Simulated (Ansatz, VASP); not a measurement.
# Bi2Te2Se: VASP beside Ansatz, part 2 of 2

Aim: how closely do two programs agree when they are given the same cell, functional and k mesh?

VASP 6.6.1 and Ansatz 0.2.0.

So far. Step 2 (VASP: relaxation of cell and atoms, r2SCAN): The bonds form layers, held to each other by dispersion, which r2SCAN holds only at short range, so the spacing between them may come out too wide.

**3. Ansatz: relaxation of cell and atoms, r2SCAN**

Level of this step: Ansatz beside VASP: Kohn-Sham DFT, plane waves, r2SCAN (Ansatz).

Ansatz runs on its default PAW (the set named soft_2) files.

The same cell, functional, mesh and smearing now go to Ansatz, which takes its cutoff from its data sets.

The input, input.yaml:

```yaml
crystal:
  lattice:
    - [2.1609687617, 1.2476358963, 10.5855712543]
    - [-2.1609687617, 1.2476358963, 10.5855712543]
    - [0.0, -2.4952717926, 10.5855712543]
  atoms:
    - { symbol: Bi, position: [0.60827876, 0.60827876, 0.60827876] }
    - { symbol: Bi, position: [0.39172124, 0.39172124, 0.39172124] }
    - { symbol: Te, position: [0.21959513, 0.21959513, 0.21959513] }
    - { symbol: Te, position: [0.78040487, 0.78040487, 0.78040487] }
    - { symbol: Se, position: [0.0, 0.0, 0.0] }
hamiltonian:
  xc: r2scan
  pseudopotentials: { kind: paw }
kpoints:
  mp_grid: { grid: [6, 6, 6] }
scf:
  occupations: { method: gaussian, width: 0.05 }
relax:
  f_tol: 0.01
  max_steps: 60
  cell: { stress_tol: 0.05 }
output:
  forces: true
  stress: true
```

On the command line:

```console
ansatz run input.yaml --threads 4 --pin off --max-ram 9216MiB --backend cpu --events-out ev --progress --plain --runs-dir out
```

Numbers of over 12 decimals in the logs are rounded to 6 here.

The log of the run:

```text
basis.fft_grid_basis auto: the FFT boxes are laid along the combinations [[1, 0, -1], [0, 1, -1], [0, 0, 1]] of the cell's own vectors, 4.322, 4.322 and 10.876 Å long. The dense box has 32×32×80 points. Along the cell's own vectors, as sized, it would have 80×80×80, 6.25 times as many. Of the 12 symmetry operations that the crystal satisfies within crystal.symmetry.tolerance (time reversal apart; of a slab, those tha [...]
Engine: ansatz 0.2.0, aarch64-unknown-linux-gnu
Pseudopotentials: kind: paw
Pseudopotential: Bi, paw, valence charge 15, recommended cutoff 500 eV (meta_gga), Bi.paw.azcp
Pseudopotential: Te, paw, valence charge 16, recommended cutoff 500 eV (meta_gga), Te.paw.azcp
Pseudopotential: Se, paw, valence charge 16, recommended cutoff 500 eV (meta_gga), Se.paw.azcp
Functional definition: r2SCAN
  parameter k0 = 0.174
  parameter k1 = 0.065
  parameter a1 = 4.9479
  exchange = r2scan_x(k0 = k0, k1 = k1, a1 = a1)
  correlation = r2scan_c
Crystal: 5 atoms, lattice volume = 171.239 Å³
Basis set: ecut = 500 eV, 4341 PW (Γ), FFT grids on a1−a3, a2−a3, a3, exchange–correlation on 128×128×320 points (64 copies of the dense FFT grid, shifted against one another)
Bands: 47, of which v1, the nominal top of the filled ones, is band 39 counted from 1 (38 counted from 0)
Symmetry: 12 space group operations
Space group: R-3m (ITA 166), of the structure as read, at distance tolerance 5.6e-5 Å
k-points: 32 of 216
Non-local potential: Bi, projectors of the file, l = 0: 2, l = 1: 2, l = 2: 2, l = 3: 2
Non-local potential: Te, projectors of the file, l = 0: 2, l = 1: 2, l = 2: 2, l = 3: 2
Non-local potential: Se, projectors of the file, l = 0: 2, l = 1: 2, l = 2: 3, l = 3: 1
PAW form: soft (Blöchl's): semilocal exchange-correlation on the pseudo side does not see the compensation charge
PAW frozen core: Bi, regenerated for the run's functional (the file was generated under x = pbe(κ = 0.804, μ = 0.219515), c = pbe(β = 0.066725))
PAW frozen core: Te, regenerated for the run's functional (the file was generated under x = pbe(κ = 0.804, μ = 0.219515), c = pbe(β = 0.066725))
PAW frozen core: Se, regenerated for the run's functional (the file was generated under x = pbe(κ = 0.804, μ = 0.219515), c = pbe(β = 0.066725))
PAW one-centre angular grid: Bi, 590 points (default); XC on 160 Gauss nodes
PAW one-centre angular grid: Te, 590 points (default); XC on 160 Gauss nodes
PAW one-centre angular grid: Se, 590 points (default); XC on 160 Gauss nodes
Initial density: superposition of atomic densities (neutral atoms: chi_scale 0, normalization atom), corrected by the library's trained network
Initial wavefunctions: pseudopotential atomic-orbital guess
Functional: x = r2scan, c = r2scan; τ floored in thin density (d = 2e-4 eV/Å³)
SCF iter   1: F=—  HF=-44291.587610 eV  |F-HF|=—  |Δ(HF+E_count)|=         —  Δρ=3.66e-3  dr2=3.24e-2  dr2_τ=8.31e-3  ethr=1.77e-3  ⟨swp⟩=9.3  Hψ=6793  notcnv=0  defer=6
preconditioner: auto → Resta (q_TF=auto, 2.393 Å⁻¹)  ε∞=3.7  [insulator: Δε(μ)=0.726 eV  Ē_g=9.120 eV  σ=0.050 eV  W_gap=1.00  n_scr=44 (ndim 8)  ℏωp=15.0 eV  f_vac=0.051  D(μ)=0.00/eV (n_scr^D=0)  ε∞_Penn≈3.7]
SCF iter   2: F=—  HF=-44291.598640 eV  |F-HF|=—  |Δ(HF+E_count)|=   1.10e-2  Δρ=1.92e-3  dr2=6.66e-3  dr2_τ=2.37e-4  ethr=4.16e-5  ⟨swp⟩=2.0  Hψ=3214  notcnv=0  defer=50
SCF iter   3: F=—  HF=-44291.599521 eV  |F-HF|=—  |Δ(HF+E_count)|=   8.81e-4  Δρ=6.22e-4  dr2=8.65e-4  dr2_τ=3.20e-5  ethr=8.54e-6  ⟨swp⟩=3.0  Hψ=2702  notcnv=0  defer=18
automatic band count: iteration 3 solves 46 bands in place of 47: the levels show a gap, and the empty bands left out lie too high to hold charge; the band table lists the bands solved (type scf.n_extra_bands for more)
SCF iter   4: F=—  HF=-44291.599659 eV  |F-HF|=—  |Δ(HF+E_count)|=   1.38e-4  Δρ=2.65e-4  dr2=2.76e-4  dr2_τ=3.51e-6  ethr=1.11e-6  ⟨swp⟩=2.0  Hψ=2702  notcnv=0  defer=18
SCF iter   5: F=—  HF=-44291.599681 eV  |F-HF|=—  |Δ(HF+E_count)|=   2.17e-5  Δρ=9.95e-5  dr2=5.30e-5  dr2_τ=3.16e-7  ethr=3.53e-7  ⟨swp⟩=2.0  Hψ=1654  notcnv=0  defer=18
SCF iter   6: F=—  HF=-44291.599728 eV  |F-HF|=—  |Δ(HF+E_count)|=   4.69e-5  Δρ=3.36e-5  dr2=3.32e-6  dr2_τ=4.36e-8  ethr=6.79e-8  ⟨swp⟩=1.7  Hψ=1488  notcnv=0  defer=18
SCF iter   7: F=—  HF=-44291.599729 eV  |F-HF|=—  |Δ(HF+E_count)|=   1.17e-6  Δρ=7.38e-6  dr2=1.12e-7  dr2_τ=5.02e-9  ethr=4.26e-9  ⟨swp⟩=2.0  Hψ=1870  notcnv=0  defer=18
SCF iter   8: F=-44291.599729 eV  HF=-44291.599729 eV  |F-HF|=1.68e-9  |Δ(HF+E_count)|=   4.67e-8  Δρ=1.71e-6  dr2=5.26e-9  dr2_τ=7.72e-11  ethr=1.28e-10  ⟨swp⟩=5.0  Hψ=5622  notcnv=0
SCF 1 converged in 8 iterations: F = -44291.599729 eV  dr2 = 5.26e-9
  greatest PAW one-centre occupation: 1.000 electrons in one spin orbital (limit 2), on the Se atom at site 4 (counted from 0), in its partial waves of l = 2
relax step   1: F+E_penalty+E_count = -44291.59972880 eV  Δ(F+E_penalty+E_count) = +0.000e0 eV  max|allowed force component| = 4.942e-2 eV/Å  Δτ_max = 0.0000 Å  P = +0.024 GPa  Ω = 171.239 Å³  (8 SCF iters, dr2 threshold 1.00e-7 eV, accepted)
[...]
relax step   2: F+E_penalty+E_count = -44291.59949846 eV  Δ(F+E_penalty+E_count) = +2.303e-4 eV  max|allowed force component| = 5.991e-2 eV/Å  Δτ_max = 0.0111 Å  P = +0.008 GPa  Ω = 171.977 Å³  energy of the carried Pulay correction = -7.918e-5 eV  (6 SCF iters, dr2 threshold 1.53e-7 eV, rejected (line search))
[...]
relax step   3: F+E_penalty+E_count = -44291.60001348 eV  Δ(F+E_penalty+E_count) = -2.847e-4 eV  max|allowed force component| = 1.045e-3 eV/Å  Δτ_max = 0.0045 Å  P = +0.001 GPa  Ω = 171.605 Å³  energy of the carried Pulay correction = -3.930e-5 eV  (9 SCF iters, accepted)
[...]
relax step   4: F+E_penalty+E_count = -44291.60006186 eV  Δ(F+E_penalty+E_count) = -4.838e-5 eV  max|allowed force component| = 1.045e-3 eV/Å  Δτ_max = 0.0000 Å  P = +0.002 GPa  Ω = 171.605 Å³  stress off target by 3.79e-3 GPa  SCF on the basis re-selected at this cell (its energy is not comparable with the rows above)  (5 SCF iters)
basis re-selected at this cell: Δ(F+E_penalty+E_count) = -4.838e-5 eV, ΔP = +0.000 GPa vs the last step (what re-selecting the basis moved, of the pressure what is left beyond the Pulay correction that the steps carried, after the strain that the cell walked since its last selection, with what the two solves' SCF thresholds leave and, on support functions, any second-order correction that the steps lacked; it is no m [...]
SCF converged after 5 iterations
Free energy (F): -44291.600062 eV
Harris-Foulkes:  -44291.600062 eV  (|F-HF|=1.60e-10)
Internal energy: -44291.600062 eV  (E = F + TS)
E sigma→0 (E₀):  -44291.600062 eV
Fermi energy:    8.152080 eV
--- Per-component energies (eV) ---
  E_band       = -1237.860741
  E_kinetic    = 1077.910130
  E_local      = -9060.721742  (includes V_loc(G=0)·N_el)
  E_nonlocal   = -90.308007
  E_hartree    = 4301.869366
  E_xc         = -610.617822
  E_vxc        = -641.916408  (∫ρ·V_xc dr)
  E_paw        = -32674.372748  (= ΣΔE_a)
  E_vpaw       = -1166.901416  (= ΣTr[D̂ρ^β])
  E_aug_tail   = -0.000831  (compensation charges beyond the density's cutoff)
  E_vtau       = 40.338673  (kinetic-family band-sum trace: ∫τ·v_τ [+ j·A + Jᵃ·Aᵃ] dr)
  E_ewald      = -7235.914443
  E_core_change = 0.556035  (= ΣΔE_core)
  E_smearing   = -0.000000  (= −TS)
  E_closure    = -0.000000  (closes the sum)
  Σ components = -44291.600062   (vs F -44291.600062, Δ=0.00e0)
--- Forces (eV/Å), atoms counted from 1 ---
  atom   1  Bi     0.00000000    -0.00000000     0.00104541
  atom   2  Bi    -0.00000000     0.00000000    -0.00104541
  atom   3  Te     0.00000000    -0.00000000     0.00023417
  atom   4  Te    -0.00000000     0.00000000    -0.00023417
  atom   5  Se     0.00000000     0.00000000     0.00000000
  max |Σ_I F_I| component: 2.17e-19 eV/Å
--- Stress (GPa, compression-positive) ---
        0.000428       0.000000       0.000000
        0.000000       0.000428       0.000000
        0.000000       0.000000       0.003790
  P = ⅓ Tr σ = 0.0015 GPa (0.015 kbar)
--- Relaxed structure (3 steps of the walk, 2 accepted, 1 SCFs on fresh bases) ---
  F+E_penalty+E_count = -44291.60006186 eV   max|allowed force component| = 1.045e-3 eV/Å   (the final SCF, on the basis selected at the relaxed cell)
  cell:  # Å, volume = 171.6046 Å³
    - [2.162552, 1.248550, 10.592658]
    - [-2.162552, 1.248550, 10.592658]
    - [0, -2.497100, 10.592658]
  atoms:
    - { symbol: Bi, position: [0.608181, 0.608181, 0.608181] }
    - { symbol: Bi, position: [0.391819, 0.391819, 0.391819] }
    - { symbol: Te, position: [0.219736, 0.219736, 0.219736] }
    - { symbol: Te, position: [0.780264, 0.780264, 0.780264] }
    - { symbol: Se, position: [0, 0, 0] }
```

Run time: 29 s. Hardware: 4 threads of Arm Neoverse V1, shared host; peak memory 1 GiB; 1.9 min of CPU time.

**4. Differences**

Known differences besides the potentials themselves: VASP keeps PBE cores, Ansatz makes them for the functional; both relaxations stop at a tolerance, which leaves soft axes loose, and VASP keeps its plane-wave basis; the data sets hold 78 valence electrons in Ansatz (default PAW (the set named soft_2) files) and 48 in VASP; the cutoff is 500 eV in Ansatz and 400 eV in VASP; Ansatz adds a Pulay correction to the stress that steers its cell, VASP none. Total energies have different zeros and are not compared.

Both answers:

| quantity | Ansatz | VASP | difference |
| --- | --- | --- | --- |
| volume (Å³) | 171.60 | 171.35 | +0.15 % |
| edge a after relaxation, in the typed setting (Å) | 10.883 | 10.873 | +0.09 % |

The walks stopped with 0.00 GPa left in Ansatz and 0.01 GPa in VASP; each walk ends within a tolerance, so the volume difference is uncertain by about these residues over the bulk modulus, most in soft cells.

**5. Summary of results**

```yaml
difference_in_volume_relaxation_of_cell_and_atoms_r2scan: 0.15 %
```

What this shows: The difference in volume is 0.15 % (relaxation of cell and atoms, r2SCAN), within the 1.2 % picked in this series as the mark of a large difference, as far as the stopping tolerances let one tell. How closely two codes agree says nothing of how well the functional describes the real material.

[Lines on the potential files, build, host, timing and source positions are cut from VASP's logs without a mark.]

[Logs are printed without paths, hosts, clocks, repeated set-up lines and the standing remarks that a program may print on its own settings, such as how far it seeks lower states.]

[Hosts, paths, dates, database ids (printed as entryN), source tags and the programs' standing remarks are cut or masked in the printed files.]
